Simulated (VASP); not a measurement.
Consider the following.

```xyz
4
Lattice="1.9674 -3.4076 0.0000 1.9674 3.4076 0.0000 0.0000 0.0000 6.4586" Properties=species:S:1:pos:R:3 pbc="T T T"
Zn     1.9674    -1.1359     3.2313
Zn     1.9674     1.1359     0.0020
S      1.9674    -1.1359     5.6492
S      1.9674     1.1359     2.4200
```

Computed with vdW-DF2, VASP's PBE PAW potentials (set 64) (plane waves; VASP). Settings: 520 eV cut-off, 6×6×3 Γ-centred mesh, Gaussian smearing of 0.050 eV, potentials Zn S.

Question: What does the run give for the energy per atom (σ→0), band gap (on the k-mesh) with the smallest direct gap where there is one?

Answer: 
```json
{
  "band gap (on the k-mesh)": "1.59 eV",
  "smallest direct gap (on the k-mesh)": "1.59 eV",
  "energy per atom (σ→0)": "-0.876 eV/atom"
}
```

The compound is ZnS in the wurtzite structure, the high-temperature form. It was relaxed first, which changed the volume by +9 %. The start is the result of an earlier pass.
